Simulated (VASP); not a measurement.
Runs of VASP 6.6.1 on IrPt3. The structure is cubic, space group Pm-3m (No. 221). The conventional cell has a = 4.769 Å, b = 4.769 Å, c = 4.769 Å, α = 90.00°, β = 90.00°, γ = 90.00°. Around Ir (site symmetry m-3m) lie 6 Pt at 2.38 Å. Pt (site symmetry 4/mmm) has 2 Ir at 2.38 Å as nearest neighbours. The cell was built by a generator and needn't be a form met in nature.

```tsv
task	cell	k mesh	cutoff (eV)	gap on the mesh (eV)	pressure (GPa)	relaxed volume (Å³/atom)
single point	Pm-3m, 27.11 Å³/atom	5 × 5 × 5	520	none	(a)	-
relaxation of cell and atoms	relaxed	6 × 6 × 6	600	none	0.0	14.84
single point	Fm-3m, 14.78 Å³/atom	6 × 6 × 6	520	none	1.1	-
relaxation of cell and atoms	relaxed	5 × 5 × 5	600	none	0.0	27.19
```

Alike in all rows: level LDA; potentials or basis VASP PAW LDA potentials, release 64 (Ir, Pt); no spin polarisation; smearing fermi-dirac 0.1 eV.

Question: Fill in the values left out.

Answer: (a) 0.3.

A k mesh can miss the band edges, and the runs leave out spin-orbit coupling on Ir, Pt.

A gap of «none» marks a metal or a gap under the smearing width.
